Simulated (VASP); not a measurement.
# Pressure, energy and band gap of zinc-blende SiC against volume at the PBE level

Pressure, energy and band gap are calculated for zinc-blende SiC at seven volumes, from about 6% below to 6% above the equilibrium volume of 10.50 Å³ per atom. The question is how each quantity responds to uniform scaling, and whether the pressures and energies agree with one another. That agreement matters because the pressure comes from the stress tensor and the energy from the total energy, so each can be used to check the other. Volume changes are measured from the minimum of the fitted energy curve, and energies from the lowest member. Positive pressure means compression. The gap is the smallest one on the k mesh, which is indirect.

## How the numbers were made

A cell from a diffraction database, relaxed at this level and then scaled evenly, fractional positions kept. VASP 6.6.1, plane waves with PAW, PBE, cutoff 520 eV, k mesh 9×9×9, no spin polarisation, no spin-orbit coupling, static lattice. A Birch-Murnaghan fit to the energies has its minimum at 10.50 Å³ per atom.

Notes on method and selection:

- The pressure is that of a finite plane-wave basis, so it need not vanish exactly at the minimum of the energy.
- Only series whose fit has its minimum inside the range and an error under 0.5 meV per atom are shown.
- Where rows or columns differ in functional or spin-orbit coupling, non-spherical gradient terms in the PAW spheres (LASPH) may be on in some and off in others.
- Runs that did not converge, have known faults or may not be shown are not listed, and runs on Ansatz's PAW sets soft_1 and soft_2 are kept to separate tables.

Columns:

- volume change (%): volume relative to the fitted equilibrium volume.
- pressure (GPa): pressure from the stress tensor (positive: compressed).
- energy (meV/atom): energy per atom above the lowest point of the series.
- gap (eV): smallest gap on the k mesh.

Input lines of one member:

```
PREC = Accurate
ENCUT = 520
EDIFF = 1E-06
NELM = 100
ISMEAR = 0
SIGMA = 0.05
LREAL = .FALSE.
ALGO = Normal
GGA = PE
NBANDS = 10
LORBIT = 11
KPAR = 2
ISIF = 2
```

Command (options for logging and memory left out): `mpirun -np 2 vasp_std`

## Computed values

| member | volume change (%) | pressure (GPa) | energy (meV/atom) | gap (eV) |
| --- | --- | --- | --- | --- |
| 9.87 Å³ | −6.02 | 14.83 | 27.9 | 1.465 |
| 10.08 Å³ | −4.02 | 9.39 | 12.0 | 1.482 |
| 10.29 Å³ | −2.02 | 4.47 | 2.9 | 1.498 |
| 10.50 Å³ | −0.02 | 0.00 | 0.0 | 1.513 |
| 10.71 Å³ | 1.98 | −4.04 | 2.6 | 1.527 |
| 10.92 Å³ | 3.98 | −7.71 | 10.3 | 1.541 |
| 11.13 Å³ | 5.98 | −11.03 | 22.6 | 1.553 |

Least-squares fits to the whole series, with x = volume change (%); R² and errors in the fitted variable (y, or ln y where the fit is in ln y):

| y | members | fit | R² | rms residual | leave-one-out rms | the same for the mean of the others |
| --- | --- | --- | --- | --- | --- | --- |
| pressure (GPa) | 7 | y = −0.04199 − 2.146 x + 0.05271 x² | 1.00 | 0.039 | 0.10 | 10 |
| energy (meV/atom) | 7 | y = −0.05910 − 0.3219 x + 0.7024 x² | 1.00 | 0.51 | 1.4 | 11 |

## Why the values move as they do

As the cell expands, the pressure falls from 14.83 to −11.03 GPa and the gap widens from 1.465 to 1.553 eV. The energy rises on both sides of equilibrium, more steeply under compression: 27.9 meV/atom at −6.02% against 22.6 at +5.98%. Shortening the Si–C bonds raises the repulsion between overlapping electron shells faster than lengthening them weakens the attraction.

A model with two parameters, the bulk modulus B₀ and its pressure derivative B′, follows from three assumptions.

1. The energy depends on volume alone, so P = −dE/dV. Symmetry fixes both atoms on their sites, and scaling leaves no internal coordinate to relax.
2. The pressure is zero at the energy minimum, V₀.
3. The bulk modulus grows linearly with pressure: −V dP/dV = B₀ + B′P.

With e = V/V₀ − 1, the third assumption gives a first derivative dP/de = −B₀ at e = 0. Differentiating once more gives B₀(B′ + 1) there. To second order, therefore,

P = −B₀e + ½B₀(B′ + 1)e².

With x = 100e, the volume change in percent, this becomes

P = −ax + bx², where a = B₀/100 and b = B₀(B′ + 1)/20000.

Integrating −P dV from the minimum gives the energy per atom:

E = (V₀/100)(ax²/2 − bx³/3).

Since 1 GPa Å³ is 6.242 meV, the prefactor is 10.50 × 6.242 / 100 = 0.6554 meV per GPa. The cubic term carries the asymmetry of the energy curve.

The gap lies outside this model. It widens on expansion, as is usual for gaps between the valence top at Γ and conduction valleys near X in tetrahedral semiconductors. A likely reason is that these valley states are less strongly antibonding between neighbours than the conduction state at Γ. The smallest direct gap on the same mesh narrows instead, although it ends at the same conduction valley. It starts from a valence state near X, which lies below the valence top at Γ. Expansion weakens the overlap between orbitals and narrows the valence band, so this state moves closer to the top.

## Fixing and testing the model

The members at 10.08 and 10.92 Å³ fix the two parameters through P/x = −a + bx:

- 9.39 / (−4.02) = −2.3358 and −7.71 / 3.98 = −1.9372
- distance between the two members in x: 3.98 + 4.02 = 8.00 percent
- b = (2.3358 − 1.9372) / 8.00 = 0.04983 GPa per percent squared
- a = 1.9372 + 0.04983 × 3.98 = 2.1355 GPa per percent

Hence B₀ = 100 × 2.1355 = 214 GPa and B′ = 200 × 0.04983 / 2.1355 − 1 = 3.7.

Pressures of three other members:

- 9.87 Å³: 2.1355 × 6.02 + 0.04983 × 6.02² = 14.66 GPa; table 14.83.
- 10.29 Å³: 2.1355 × 2.02 + 0.04983 × 2.02² = 4.52 GPa; table 4.47.
- 11.13 Å³: −2.1355 × 5.98 + 0.04983 × 5.98² = −10.99 GPa; table −11.03.

The same constants give their energies:

- 9.87 Å³: 0.6554 × (2.1355 × 6.02² / 2 + 0.04983 × 6.02³ / 3) = 27.7 meV/atom; table 27.9.
- 10.29 Å³: 0.6554 × (2.1355 × 2.02² / 2 + 0.04983 × 2.02³ / 3) = 2.9 meV/atom; table 2.9.
- 11.13 Å³: 0.6554 × (2.1355 × 5.98² / 2 − 0.04983 × 5.98³ / 3) = 22.7 meV/atom; table 22.6.

No energy difference was used to set a or b; the energies enter only through V₀. Stress and total energy are therefore consistent to within 0.2 meV/atom for these members.

For the gap, a separate straight line through the same two members has a slope of (1.541 − 1.482) / 8.00 = 0.0074 eV per percent. The outermost members lie 2 percent further out, so the line gives 1.482 − 0.0074 × 2 = 1.467 eV at 9.87 Å³ and 1.541 + 0.0074 × 2 = 1.556 eV at 11.13 Å³, against 1.465 and 1.553 in the table. Both estimates are slightly high because the gap widens more slowly as the cell expands.

## Exceptions

Largest departures from the fit to the whole series:

| member | pressure (GPa) | fit | computed − fit | in rms residuals |
| --- | --- | --- | --- | --- |
| 10.08 Å³ | 9.39 | 9.44 | −0.05 | 1.2 |
| 10.71 Å³ | −4.04 | −4.08 | +0.04 | 1.1 |
| 9.87 Å³ | 14.83 | 14.79 | +0.04 | 1.1 |
| 11.13 Å³ | −11.03 | −10.99 | −0.04 | 1.0 |

The largest pressure departure, computed minus model, is +0.17 GPa at 9.87 Å³. Here the second-order expansion begins to fall short. The next term, −B₀(B′ + 1)(B′ + 2)e³/6, is about +0.2 GPa at this compression, and the two fixed members absorb a little under half of it. Most of the remaining departure comes from the small pressure offset described next, which shifts the fitted b.

At 10.50 Å³ the model gives +0.04 GPa and the table 0.00, so the assumption of zero pressure exactly at the energy minimum is slightly off. The finite plane-wave basis can cause such an offset, as can a small error in the fitted minimum. The offset also affects the curvature: the tabulated pressure fit, which has a free constant, gives B′ = 200 × 0.05271 / 2.146 − 1 = 3.9.

The tabulated quadratic fit to the energy has a different fault. Its slope at x = 0, −0.3219 meV per percent, would imply a pressure of 0.3219 / 0.6554 = 0.49 GPa. That slope mainly stands in for the missing cubic term.

## Conclusions and limits

Within about 6% of equilibrium, two constants taken from two pressures reproduce the other pressures to within 0.2 GPa and also give the energy curve. The gap widens by about 0.007 eV per percent of expansion, or 0.088 eV over the whole series.

The absolute gaps are much less certain than this change. PBE places the gap of such a semiconductor too low, by roughly 1 eV. The k mesh acts the other way: it misses the conduction minimum at X, so the tabulated gaps lie above the true indirect PBE gap.

[Logs are printed without paths, hosts, clocks, repeated set-up lines and the standing remarks that a program may print on its own settings, such as how far it seeks lower states.]
